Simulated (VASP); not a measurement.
Data:

```yaml
crystal:
  lattice:
    - [4.04478, 0.00000, 0.00000]
    - [0.00000, 4.04478, 0.00000]
    - [0.00000, 0.00000, 4.35614]
  atoms:
    - { symbol: Ba, position: [0.00000, 0.00000, 0.01471] }
    - { symbol: Ti, position: [0.50000, 0.50000, 0.53354] }
    - { symbol: O, position: [0.50000, 0.50000, 0.95388] }
    - { symbol: O, position: [0.00000, 0.50000, 0.48093] }
    - { symbol: O, position: [0.50000, 0.00000, 0.48093] }
```

Method: vdW-DF2, VASP's PBE PAW potentials (set 64) (plane waves; VASP). Numerical set-up: 520 eV cut-off, Gaussian smearing of 0.050 eV, potentials Ba_sv Ti_sv O.

Unless said otherwise, spin-orbit coupling is left out, though it shifts the bands of the heavy elements here.

Problem. Predict the band gap (along the path) with the smallest direct gap where there is one.

Solution. 
| Quantity | Result |
|---|---|
| band gap (along the path) | 1.69 eV |
| smallest direct gap (along the path) | 2.29 eV |

The absolute energy has meaning only against runs of the same code, potentials and settings.

The compound is BaTiO3 in the tetragonal perovskite structure. It was relaxed first, which changed the volume by +11 %.
